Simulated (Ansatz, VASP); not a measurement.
**SiAu3: VASP beside Ansatz**

```
Au Si
1.0
     0.00000    3.35018    3.35018
     3.35018    0.00000    3.35018
     3.35018    3.35018    0.00000
Au Si
3 1
Direct
  0.50000 0.50000 0.50000
  0.75000 0.75000 0.75000
  0.25000 0.25000 0.25000
  0.00000 0.00000 0.00000
```

Change from the starting cell: volume scaled by 1.06.

Alike in both runs: task single point; functional PBE; k mesh 7 × 7 × 7; occupations fermi-dirac, width 0.05 eV; no spin polarisation.

|  | VASP | Ansatz |
| --- | --- | --- |
| version | VASP 6.6.1 | Ansatz 0.2.0 |
| potentials or method | VASP PAW PBE potentials, release 64 (Au, Si) | Ansatz PAW |
| plane-wave cutoff (eV) | 520 | 420 |
| valence electrons in the cell | 37 | 61 |

```tsv
	VASP	Ansatz	Ansatz less VASP
gap on the k mesh at the Fermi level (eV)	none	none	-
pressure (GPa)	-7.1	-6.9	+0.15
```

A gap of «none» marks a metal or a gap that the smearing closes. The two sets of potentials don't hold the same shells in valence.

Spin-orbit coupling is left out, which matters for the levels of Au.
